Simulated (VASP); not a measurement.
Consider the following.

```
Na2S
1.0
    0.00000     3.33353     3.33353
    3.33353     0.00000     3.33353
    3.33353     3.33353     0.00000
Na S
2 1
Direct
  0.25000   0.25000   0.25000
  0.75000   0.75000   0.75000
  0.00000   0.00000   0.00000
```

These are revPBE GGA, VASP's PBE PAW potentials (set 64) (plane waves; VASP) values and carry that method's errors. Run with 520 eV cut-off, 5×5×5 Γ-centred mesh, Gaussian smearing of 0.050 eV, potentials Na_pv S.

Q: Predict the energy per atom (σ→0), band gap (on the k-mesh) with the smallest direct gap where there is one.

A: 
The band gap (on the k-mesh) comes out as 2.49 eV and the smallest direct gap (on the k-mesh) is 2.49 eV. The energy per atom (σ→0) comes out as -3.155 eV/atom.

The absolute energy has meaning only against runs of the same code, potentials and settings.

The compound is Na2S in the antifluorite structure. It was relaxed first, which changed the volume by +6 %. The start is the result of an earlier pass.
